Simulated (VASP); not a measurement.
Given:

```xyz
3
Lattice="0.0000 2.5939 2.5939 2.5939 0.0000 2.5939 2.5939 2.5939 0.0000" Properties=species:S:1:pos:R:3 pbc="T T T"
Li     1.2969     1.2969     1.2969
Li     3.8908     3.8908     3.8908
S      0.0000     0.0000     0.0000
```

Method: PBE GGA, VASP's PBE PAW potentials (set 64) (plane waves; VASP 6.6.1). Settings: 620 eV cut-off, 7×7×7 Γ-centred mesh, Gaussian smearing of 0.050 eV, potentials Li_sv S.

**Question.** What does the run give for the energy per atom (σ→0), pressure?

**Answer.** 
```
Property                        Value
---------------------  --------------
energy per atom (σ→0)  -3805 meV/atom
pressure                    20.09 GPa
```

The absolute energy has meaning only against runs of the same code, potentials and settings.

The compound is Li2S in the antifluorite structure. It was relaxed first under an external pressure of 20 GPa.
